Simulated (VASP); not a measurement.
# HfOs (Pm-3m) in VASP: single point with LDA

Aim: the single point of HfOs with LDA.

All numbers are computed with VASP 6.6.1; they aren't measurements. Logs are shortened: lines on timing, memory, paths and dates and some standing lists are left out, and cuts for length are marked.

### 1 The structure

It takes space group Pm-3m (No. 221, cubic). Conventional cell: a = 3.239 Å, b = 3.239 Å, c = 3.239 Å, α = 90.00°, β = 90.00°, γ = 90.00°. Hf (site symmetry m-3m) is surrounded by 8 Os at 2.81 Å. Os (site symmetry m-3m) has 8 Hf at 2.81 Å as nearest neighbours.

### 2 Single point, LDA

Contents of INCAR:

```
SYSTEM = HfOs
  PREC = Accurate
  ENCUT = 520
  EDIFF = 1E-6
  ISMEAR = 0
  SIGMA = 0.1
  LREAL = .False.
  LASPH = .True.
  NELM = 80
  ALGO = Normal
  ISIF = 2
  LWAVE = .False.
  LCHARG = .False.
  NBANDS = 16
```

Contents of KPOINTS:

```
regular mesh
0
Gamma
  6 6 6
  0 0 0
```

Contents of POSCAR:

```
HfOs
1.0
    3.2390000000      0.0000000000      0.0000000000
    0.0000000000      3.2390000000      0.0000000000
    0.0000000000      0.0000000000      3.2390000000
Hf Os
1 1
Direct
    0.0000000000      0.0000000000      0.0000000000
    0.5000000000      0.5000000000      0.5000000000
```

Potentials or basis: VASP PAW LDA potentials, release 64 (Hf_pv, Os).

The run is started by

```sh
$ cat potpaw_LDA.64/Hf_pv/POTCAR potpaw_LDA.64/Os/POTCAR > POTCAR
$ mpirun -np 1 vasp_std > vasp.out
```

OUTCAR:

```text
SYSTEM = HfOs
   PREC = Accurate
   ENCUT = 520
   EDIFF = 1E-6
   ISMEAR = 0
   LREAL = .False.
   LASPH = .True.
   NELM = 80
   ISIF = 2

 ion  position               nearest neighbor table
   1  0.000  0.000  0.000-   2 2.81   2 2.81   2 2.81   2 2.81   2 2.81   2 2.81   2 2.81   2 2.81

   2  0.500  0.500  0.500-   1 2.81   1 2.81   1 2.81   1 2.81   1 2.81   1 2.81   1 2.81   1 2.81

  LATTYP: Found a simple cubic cell.
 ALAT       =     3.2390000000

  Lattice vectors:

 A1 = (   3.2390000000,   0.0000000000,   0.0000000000)
 A2 = (   0.0000000000,   3.2390000000,   0.0000000000)
 A3 = (   0.0000000000,   0.0000000000,   3.2390000000)

Analysis of symmetry for initial positions (statically):
=====================================================================
 Subroutine PRICEL returns:
 Original cell was already a primitive cell.

 Routine SETGRP: Setting up the symmetry group for a
 simple cubic supercell.

 Subroutine GETGRP returns: Found 48 space group operations
 (whereof 48 operations were pure point group operations)
 out of a pool of 48 trial point group operations.

The static configuration has the point symmetry O_h .

Analysis of symmetry for dynamics (positions and initial velocities):
=====================================================================
 Subroutine PRICEL returns:
 Original cell was already a primitive cell.

 Routine SETGRP: Setting up the symmetry group for a
 simple cubic supercell.

 Subroutine GETGRP returns: Found 48 space group operations
 (whereof 48 operations were pure point group operations)
 out of a pool of 48 trial point group operations.

The dynamic configuration has the point symmetry O_h .

 Subroutine INISYM returns: Found 48 space group operations
 (whereof 48 operations are pure point group operations),
 and found     1 'primitive' translations

----------------------------------------------------------------------------------------

                                     Primitive cell

  volume of cell :      33.9807

  direct lattice vectors                    reciprocal lattice vectors
     3.239000000  0.000000000  0.000000000     0.308737265  0.000000000  0.000000000
     0.000000000  3.239000000  0.000000000     0.000000000  0.308737265  0.000000000
     0.000000000  0.000000000  3.239000000     0.000000000  0.000000000  0.308737265

  length of vectors
     3.239000000  3.239000000  3.239000000     0.308737265  0.308737265  0.308737265

  position of ions in fractional coordinates (direct lattice)
     0.000000000  0.000000000  0.000000000
     0.500000000  0.500000000  0.500000000

  ion indices of the primitive-cell ions
   primitive index   ion index
                 1           1
                 2           2

----------------------------------------------------------------------------------------

 KPOINTS: regular mesh

Automatic generation of k-mesh.
 Grid dimensions read from file:
 generate k-points for:    6    6    6

 Generating k-lattice:

  Cartesian coordinates                     Fractional coordinates (reciprocal lattice)
     0.051456211  0.000000000  0.000000000     0.166666667  0.000000000  0.000000000
     0.000000000  0.051456211  0.000000000     0.000000000  0.166666667  0.000000000
     0.000000000  0.000000000  0.051456211     0.000000000  0.000000000  0.166666667

  Length of vectors
     0.051456211  0.051456211  0.051456211

  Shift w.r.t. Gamma in fractional coordinates (k-lattice)
     0.000000000  0.000000000  0.000000000

 Subroutine IBZKPT returns following result:
 ===========================================

 Found     20 irreducible k-points:

 Following reciprocal coordinates:
            Coordinates               Weight
  0.000000  0.000000  0.000000      1.000000
  0.166667  0.000000  0.000000      6.000000
  0.333333  0.000000  0.000000      6.000000
  0.500000  0.000000  0.000000      3.000000
  0.166667  0.166667  0.000000     12.000000
  0.333333  0.166667  0.000000     24.000000
[... 12 lines left out ...]
  0.500000  0.500000  0.333333      6.000000
  0.500000  0.500000  0.500000      1.000000
   k-points           NKPTS =     20   k-points in BZ     NKDIM =     20   number of bands    NBANDS=     16
   number of dos      NEDOS =    301   number of ions     NIONS =      2
   total plane-waves  NPLWV =  13824
   dimension x,y,z NGX =    24 NGY =   24 NGZ =   24
   dimension x,y,z NGXF=    48 NGYF=   48 NGZF=   48
   ions per type =               1   1
   NGX,Y,Z   is equivalent  to a cutoff of  12.32, 12.32, 12.32 a.u.
   NGXF,Y,Z  is equivalent  to a cutoff of  24.64, 24.64, 24.64 a.u.
 SYSTEM =  HfOs
   PREC   = accura    normal or accurate (medium, high low for compatibility)
   ISTART =      0    job   : 0-new  1-cont  2-samecut
   ICHARG =      2    charge: 1-file 2-atom 10-const
   ISPIN  =      1    spin polarized calculation?
   LNONCOLLINEAR =      F non collinear calculations
   LSORBIT =      F    spin-orbit coupling
   LASPH  =      T    aspherical Exc in radial PAW
   ENCUT  =  520.0 eV  38.22 Ry    6.18 a.u.   6.02  6.02  6.02*2*pi/ulx,y,z
   NELM   =     80;   NELMIN=  2; NELMDL= -5     # of ELM steps
   EDIFF  = 0.1E-05   stopping-criterion for ELM
   LREAL  =      F    real-space projection
   EDIFFG = 0.1E-04   stopping-criterion for IOM
   NSW    =      0    number of steps for IOM
   IBRION =     -1    ionic relax: 0-MD 1-quasi-New 2-CG
   NFREE  =      0    steps in history (QN), initial steepest desc. (CG)
   ISIF   =      2    stress and relaxation
   ISYM   =      2    0-nonsym 1-usesym 2-fastsym
   POTIM  = 0.5000    time-step for ionic-motion
   TEBEG  =    0.0;   TEEND  =   0.0 temperature during run
   PSTRESS=    0.0 pullay stress
   NELECT =      18.0000    total number of electrons
   NUPDOWN=      -1.0000    fix difference up-down
   EMIN   =  10.00;   EMAX   =-10.00  energy-range for DOS
   EFERMI =   0.00;   METHOD = LEGACY
   ISMEAR =     0;   SIGMA  =   0.10  broadening in eV -4-tet -1-fermi 0-gaus
   EFERMI_NEDOS =   21; number of points for ismear=-14 and -15
   IALGO  =     38    algorithm
   IMIX   =      4    mixing-type and parameters
     AMIX     =   0.40;   BMIX     =  1.00
     AMIX_MAG =   1.60;   BMIX_MAG =  1.00
  volume/ion in A,a.u.               =      16.99       114.66
  Fermi-wavevector in a.u.,A,eV,Ry     =   1.324610  2.503150 23.872671  1.754592
  Thomas-Fermi vector in A             =   2.454132
   LORBIT       =      0    0 simple, 1 ext, 2 COOP (PROOUT), +10 PAW based schemes
   GGA     = CA    functional components
   LHFCALC =     F    Hartree Fock is set to
   AEXX    =    0.0000 exact exchange contribution
   IVDW    =     0    specifies the selected vdW correction
   LEPSILON=     F    determine dielectric tensor
   LRPA    =     F    only Hartree local field effects (RPA)
 non-spin polarized calculation
 Gauss-broadening in eV      SIGMA  =   0.10
  energy-cutoff  :      520.00
  volume of cell :       33.98
 maximum number of plane-waves:       931
   NGX = 13   NGY = 13   NGZ = 13

 number of electron      18.0000002 magnetization

 Free energy of the ion-electron system (eV)
  ---------------------------------------------------
  ext. energy  EPLUGINS =         0.00000000
  ---------------------------------------------------
  free energy    TOTEN  =       -24.68437157 eV

  energy without entropy =      -24.68153997  energy(sigma->0) =      -24.68295577

 E-fermi :   7.1654     XC(G=0): -12.9341

 val. band max:        7.1101247732   @ k =   0.5000   0.5000   0.1667
 cond. band min:       7.4014310105   @ k =   0.5000   0.1667   0.0000
 fundamental gap:      0.2913062373
 Fermi energy:         7.1654193989

 k-point     1 :       0.0000    0.0000    0.0000
  band No.  band energies     occupation
      1     -23.1717      2.00000
      2     -23.1717      2.00000
      3     -23.1717      2.00000
      4      -1.9349      2.00000
      5       1.6662      2.00000
      6       1.6662      2.00000
[... 8 lines left out ...]
     15      15.1614      0.00000
     16      15.1614      0.00000

 k-point     2 :       0.1667    0.0000    0.0000
  band No.  band energies     occupation
      1     -23.2778      2.00000
      2     -23.1677      2.00000
      3     -23.1677      2.00000
      4      -1.3068      2.00000
      5       1.9547      2.00000
      6       2.1131      2.00000
[... 8 lines left out ...]
     15      13.4177      0.00000
     16      17.8446      0.00000

 k-point     3 :       0.3333    0.0000    0.0000
  band No.  band energies     occupation
      1     -23.4836      2.00000
      2     -23.1595      2.00000
      3     -23.1595      2.00000
      4       0.3484      2.00000
      5       2.7325      2.00000
      6       2.8907      2.00000
[... 8 lines left out ...]
     15      12.4385      0.00000
     16      19.1064      0.00000

 k-point     4 :       0.5000    0.0000    0.0000
  band No.  band energies     occupation
      1     -23.5835      2.00000
      2     -23.1554      2.00000
      3     -23.1554      2.00000
      4       2.0182      2.00000
      5       2.5831      2.00000
      6       3.3743      2.00000
[... 8 lines left out ...]
     15      13.0919      0.00000
     16      19.1058      0.00000
[... 248 lines left out ...]
 k-point    18 :       0.5000    0.3333    0.3333
  band No.  band energies     occupation
      1     -23.4992      2.00000
      2     -23.4082      2.00000
      3     -23.3969      2.00000
      4       2.9084      2.00000
      5       3.0965      2.00000
      6       3.8419      2.00000
[... 8 lines left out ...]
     15      15.5581      0.00000
     16      15.7082      0.00000

 k-point    19 :       0.5000    0.5000    0.3333
  band No.  band energies     occupation
      1     -23.4924      2.00000
      2     -23.4924      2.00000
      3     -23.3985      2.00000
      4       3.1836      2.00000
      5       3.4967      2.00000
      6       3.6585      2.00000
[... 8 lines left out ...]
     15      15.9552      0.00000
     16      16.5603      0.00000

 k-point    20 :       0.5000    0.5000    0.5000
  band No.  band energies     occupation
      1     -23.4904      2.00000
      2     -23.4904      2.00000
      3     -23.4904      2.00000
      4       3.8333      2.00000
      5       3.8333      2.00000
      6       3.8333      2.00000
[... 8 lines left out ...]
     15      15.6248      0.00000
     16      17.9051      0.00000

------------------------ aborting loop because EDIFF is reached ----------------------------------------

  FORCE on cell =-STRESS in cart. coord.  units (eV):
  Direction    XX          YY          ZZ          XY          YZ          ZX
  --------------------------------------------------------------------------------------
  -------------------------------------------------------------------------------------
  Total       -1.7972911     -1.7972911     -1.7972911      0.0000000      0.0000000      0.0000000
  in kB      -84.7415017    -84.7415017    -84.7415017      0.0000000      0.0000000      0.0000000
  external PRESSURE =     -84.7415017 kB  Pullay stress =       0.0000000 kB

 VOLUME and BASIS-vectors are now :
 -----------------------------------------------------------------------------
  energy-cutoff  :      520.00
  volume of cell :       33.98
      direct lattice vectors                 reciprocal lattice vectors
     3.239000000  0.000000000  0.000000000     0.308737265  0.000000000  0.000000000
     0.000000000  3.239000000  0.000000000     0.000000000  0.308737265  0.000000000
     0.000000000  0.000000000  3.239000000     0.000000000  0.000000000  0.308737265

 POSITION                                       TOTAL-FORCE (eV/Angst)
 -----------------------------------------------------------------------------------
      0.00000      0.00000      0.00000         0.000000      0.000000      0.000000
      1.61950      1.61950      1.61950         0.000000      0.000000      0.000000
 -----------------------------------------------------------------------------------
    total drift:                                0.000000      0.000000     -0.000000

  FREE ENERGIE OF THE ION-ELECTRON SYSTEM (eV)
  ---------------------------------------------------
  free  energy   TOTEN  =       -24.6843715709 eV

  energy  without entropy=      -24.6815399656  energy(sigma->0) =      -24.68295577
```

Wall time 8.1 s (1 thread of Intel Xeon Platinum 8259CL at 2.50GHz (Skylake/Cascade Lake), shared host); peak memory 0.13 GiB.

What came out:

- Free energy: -24.6844 eV
- Pressure: -8.5 GPa
- Band gap on the k mesh: none (metal or under the smearing width)

Levels at points of the mesh, in eV from the Fermi level:
| k point | band 6 | band 7 | band 8 | band 9 | band 10 | band 11 | band 12 | band 13 |
| --- | --- | --- | --- | --- | --- | --- | --- | --- |
| (0.00, 0.00, 0.00) | -5.50 | -1.78 | -1.78 | -1.78 | 2.27 | 2.27 | 5.85 | 5.85 |
| (0.50, 0.00, 0.00) | -3.79 | -1.95 | -1.95 | -1.11 | -0.88 | 0.82 | 1.19 | 1.19 |
| (0.50, 0.50, 0.00) | -3.54 | -3.54 | 0.25 | 0.44 | 0.83 | 0.83 | 3.07 | 5.87 |
| (0.50, 0.50, 0.50) | -3.33 | -2.18 | -2.18 | -2.18 | 0.35 | 0.35 | 4.05 | 6.09 |

Spin-orbit coupling is left out, which matters for the levels of Hf, Os.
